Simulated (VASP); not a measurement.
Given:

```yaml
crystal:
  lattice:
    - [0.00000, 3.04000, 3.04000]
    - [3.04000, 0.00000, 3.04000]
    - [3.04000, 3.04000, 0.00000]
  atoms:
    - { symbol: Hg, position: [0.00000, 0.00000, 0.00000] }
    - { symbol: Se, position: [0.25000, 0.25000, 0.25000] }
```

Computed with LDA (Ceperley-Alder, Perdew-Zunger), VASP's LDA PAW potentials (set 64) (plane waves; VASP). Run with 400 eV cut-off, 9×9×9 Γ-centred mesh, first-order Methfessel-Paxton smearing of 0.10 eV, potentials Hg Se.

Unless said otherwise, spin-orbit coupling is left out, though it shifts the bands of the heavy elements here.

### Question
Predict the energy per atom (σ→0), band gap (on the k-mesh) with the smallest direct gap where there is one.

### Answer

| Quantity | Value |
|---|---|
| band gap (on the k-mesh) | none (metal, semimetal or under 0.01 eV) |
| energy per atom (σ→0) | -265.0 kJ/mol of atoms |

The compound is HgSe in the zinc blende structure. The cell was not relaxed at this level. The start is the result of an earlier pass.
